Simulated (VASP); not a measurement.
# MgTi2N2 in VASP: further runs, part 2 of 2

VASP 6.6.1. Earlier steps stand in the parts before.

### 4 Relaxation of cell and atoms, PBE

This run uses another cell than the first one, of 14.45 Å³/atom, 0.966 times its volume.

Input file INCAR:

```
SYSTEM = MgTi2N2
PREC = Normal
ENCUT = 520
EDIFF = 1E-4
ISMEAR = 0
SIGMA = 0.15
LREAL = .FALSE.
LASPH = .TRUE.
NELM = 60
ALGO = Fast
ISIF = 3
LWAVE = .FALSE.
LCHARG = .FALSE.
GGA = PE
IBRION = 2
NSW = 24
EDIFFG = -0.08
```

Input file KPOINTS:

```
regular mesh
0
G
  4 4 4
  0 0 0
```

Input file POSCAR:

```
MgTi2N2
1.0
    2.2083748400      1.2750058100      4.2774835700
   -2.2083748400      1.2750058100      4.2774835700
    0.0000000000     -2.5500116200      4.2774835700
Mg Ti N
1 2 2
Direct
    0.5000000000      0.5000000000      0.5000000000
    0.8392278300      0.8392278300      0.8392278300
    0.1607721700      0.1607721700      0.1607721700
    0.2829539100      0.2829539100      0.2829539100
    0.7170460900      0.7170460900      0.7170460900
```

Command:

```sh
> cat potpaw_PBE.64/Mg/POTCAR potpaw_PBE.64/Ti_sv/POTCAR potpaw_PBE.64/N/POTCAR > POTCAR
> mpirun -np 1 vasp_std > vasp.out
```

Wall time 3.2 min (1 thread of Intel Xeon 6975P-C (Granite Rapids), shared host); peak memory 0.18 GiB.

Results (log left out):

```yaml
Free_energy: -31.8886 eV
Relaxed_volume: 15.01 Å³/atom
Relaxed_cell: a = 4.663 Å, b = 4.663 Å, c = 4.663 Å, α = 62.09°, β = 62.09°, γ = 62.09°
Space_group_after_relaxing_to_0.05_Å: R-3m (No. 166)
Energy_gained_by_relaxing: 832.5 meV/atom
Ionic_steps: 17
Pressure_after_relaxing: -0.1 GPa
Largest_force_after_relaxing: 0.050 eV/Å
Band_gap_on_the_k_mesh: none (metal or under the smearing width)
```

Forces on the atoms (eV/Å):
```
Mg   0.000  0.000  0.000
Ti   0.000  0.000 -0.050
Ti   0.000  0.000  0.050
N    0.000  0.000 -0.022
N    0.000  0.000  0.022
```

Stress tensor (GPa, compression positive):
```
 0.15  0.00  0.00
 0.00  0.15  0.00
 0.00  0.00 -0.69
```

The path:
| step | energy change (eV) | largest force (eV/Å) | pressure (GPa) | volume (Å³) |
| --- | --- | --- | --- | --- |
| 1 | 0.0000 | 10.3232 | 34.65 | 72.26 |
| 2 | 4.3212 | 2.7316 | -20.78 | 110.13 |
| 3 | 1.2811 | 4.2867 | -18.79 | 96.72 |
| 4 | -0.7882 | 4.8440 | -13.19 | 87.98 |
| 5 | -2.0280 | 3.6048 | -0.98 | 79.86 |
| 6 | -2.0579 | 2.6459 | 4.55 | 77.81 |
| 7 | -2.0679 | 2.9948 | 3.32 | 78.44 |
| 8 | -3.7980 | 0.6519 | -3.98 | 86.50 |
| 9 | -3.8334 | 0.6677 | -4.68 | 87.77 |
| 10 | -3.8326 | 0.7619 | -5.12 | 87.60 |
| 11 | -4.0030 | 1.3996 | -1.06 | 82.14 |
| 12 | -4.0375 | 2.0375 | 3.00 | 77.96 |
| 13 | -4.0953 | 1.4790 | 2.27 | 76.81 |
| 14 | -4.1570 | 0.3438 | 1.06 | 73.81 |
| 15 | -4.1571 | 0.3044 | 1.29 | 73.66 |
| 16 | -4.1600 | 0.2194 | 1.18 | 74.00 |
| 17 | -4.1627 | 0.0503 | -0.13 | 75.03 |

Final structure:
```
CELL_PARAMETERS angstrom
2.40453 1.38826 3.74607
-2.40453 1.38826 3.74607
0.00000 -2.77651 3.74607
ATOMIC_POSITIONS crystal
Mg 0.50000 0.50000 0.50000
Ti 0.87153 0.87153 0.87153
Ti 0.12847 0.12847 0.12847
N 0.28256 0.28256 0.28256
N 0.71744 0.71744 0.71744
```

Levels at points of the mesh, in eV from the Fermi level:
| k point | band 15 | band 16 | band 17 | band 18 | band 19 | band 20 | band 21 | band 22 |
| --- | --- | --- | --- | --- | --- | --- | --- | --- |
| (0.00, 0.00, 0.00) | -2.87 | -2.58 | -1.74 | -0.07 | -0.07 | 1.64 | 1.64 | 1.73 |
| (0.50, 0.00, 0.00) | -2.23 | -1.95 | -0.47 | -0.01 | 0.12 | 1.42 | 1.86 | 2.06 |
| (0.50, 0.50, 0.00) | -2.09 | -2.00 | -0.95 | -0.51 | 0.09 | 0.62 | 1.16 | 1.92 |
| (0.50, 0.50, 0.50) | -2.30 | -2.30 | -1.29 | 0.85 | 0.85 | 0.99 | 0.99 | 1.70 |

Caveat: the k mesh is coarse (spacing up to 0.43 Å⁻¹), so the values aren't converged; the relaxation stopped at a loose force limit of 0.08 eV/Å, so its end isn't a converged minimum.

### 5 Relaxation of cell and atoms, PBE

This run uses another cell than the first one, of 12.59 Å³/atom, 0.842 times its volume.

INCAR is that of step 4.

Input file KPOINTS:

```
regular mesh
0
G
  5 5 5
  0 0 0
```

Input file POSCAR:

```
MgTi2N2
1.0
   -1.8500000000      1.8500000000      4.6000000000
    1.8500000000     -1.8500000000      4.6000000000
    1.8500000000      1.8500000000     -4.6000000000
Mg Ti N
1 2 2
Direct
    0.0000000000      0.0000000000      0.0000000000
    0.2500000000      0.7500000000      0.5000000000
    0.7500000000      0.2500000000      0.5000000000
    0.3600000000      0.3600000000      0.0000000000
    0.6400000000      0.6400000000      0.0000000000
```

Command:

```sh
> cat potpaw_PBE.64/Mg/POTCAR potpaw_PBE.64/Ti_sv/POTCAR potpaw_PBE.64/N/POTCAR > POTCAR
> mpirun -np 1 vasp_std > vasp.out
```

Wall time 3.8 min (1 thread of Intel Xeon 6975P-C (Granite Rapids), shared host); peak memory 0.19 GiB.

It converged, with:

- Free energy: -37.8630 eV
- Relaxed volume: 15.73 Å³/atom
- Relaxed cell: a = 5.810 Å, b = 5.810 Å, c = 5.810 Å, α = 140.51°, β = 140.51°, γ = 57.08°
- Space group after relaxing (to 0.05 Å): I4/mmm (No. 139)
- Energy gained by relaxing: 300.5 meV/atom
- Ionic steps: 19
- Pressure after relaxing: 0.3 GPa
- Largest force after relaxing: 0.045 eV/Å
- Band gap on the k mesh: none (metal or under the smearing width)

Forces on the atoms (eV/Å):
```
Mg   0.000  0.000  0.000
Ti   0.000  0.000  0.000
Ti   0.000  0.000  0.000
N    0.000  0.000 -0.045
N    0.000  0.000  0.045
```

Stress tensor (GPa, compression positive):
```
 0.62  0.00  0.00
 0.00  0.62  0.00
 0.00  0.00 -0.19
```

Step by step:
```
step  energy change (eV)  largest force (eV/Å)  pressure (GPa)  volume (Å³)
   1              0.0000                2.0638            2.80        62.97
   2             -0.4848                1.3039            4.71        64.95
   3             -0.7645                0.5711            8.53        67.26
   4             -0.7966                0.2329           10.98        68.23
   5             -1.0522                0.6803            3.29        73.18
   6             -1.1497                1.2260           -5.75        81.18
   7             -1.1572                1.1306           -3.57        78.99
   8             -1.2585                0.8893           -3.27        80.13
   9             -1.3649                0.6895           -3.07        81.87
  10             -1.4247                0.0519           -4.00        85.41
  11             -1.4361                0.2367           -3.71        84.39
  12             -1.4479                0.2019            2.43        80.37
  13             -1.4638                0.0016           -0.17        82.14
  14             -1.4640                0.0175            0.06        82.02
  15             -1.4794                0.0106           -0.09        81.31
  16             -1.5015                0.0999            0.42        79.14
  17             -1.5018                0.1028            0.04        78.89
  18             -1.5018                0.1027           -0.15        78.95
  19             -1.5023                0.0451            0.35        78.65
```

Final structure:
```
Mg Ti N
1.0
    -1.96274    1.96274    5.10389
     1.96274   -1.96274    5.10389
     1.96274    1.96274   -5.10389
Mg Ti N
1 2 2
Direct
  0.00000 0.00000 0.00000
  0.25000 0.75000 0.50000
  0.75000 0.25000 0.50000
  0.29325 0.29325 0.00000
  0.70675 0.70675 0.00000
```

Levels at points of the mesh, in eV from the Fermi level:
```
           k point  band 16  band 17  band 18  band 19  band 20  band 21
(0.00, 0.00, 0.00)    -3.38    -2.42    -1.71     1.42     1.66     1.98
```

Caveat: the k mesh is coarse (spacing up to 0.48 Å⁻¹), so the values aren't converged; the volume moved by over 15 % at a fixed basis, so the end points are rough; the relaxation stopped at a loose force limit of 0.08 eV/Å, so its end isn't a converged minimum.

### 6 Overview

| k mesh | gap on the mesh (eV) | pressure (GPa) | relaxed volume (Å³/atom) | largest force (eV/Å) |
| --- | --- | --- | --- | --- |
| 4 × 4 × 3 | none | -0.5 | 14.14 | 0.08 |
| 4 × 4 × 4 | none | -0.1 | 15.01 | 0.05 |
| 5 × 5 × 5 | none | 0.3 | 15.73 | 0.05 |

Alike in all rows: task relaxation of cell and atoms; level PBE; potentials or basis VASP PAW PBE potentials, release 64 (Mg, Ti_sv, N); no spin polarisation; cell relaxed; cutoff (eV) 520; smearing gaussian 0.15 eV; the mesh is coarse, so values aren't converged.

Caveats: all runs use coarse meshes; the relaxation stopped at a loose force limit of 0.08 eV/Å, so its end isn't a converged minimum; the volume moved by over 15 % at a fixed basis, so the end points are rough (some runs).

Absolute energies hang on the potentials; compare differences alone.
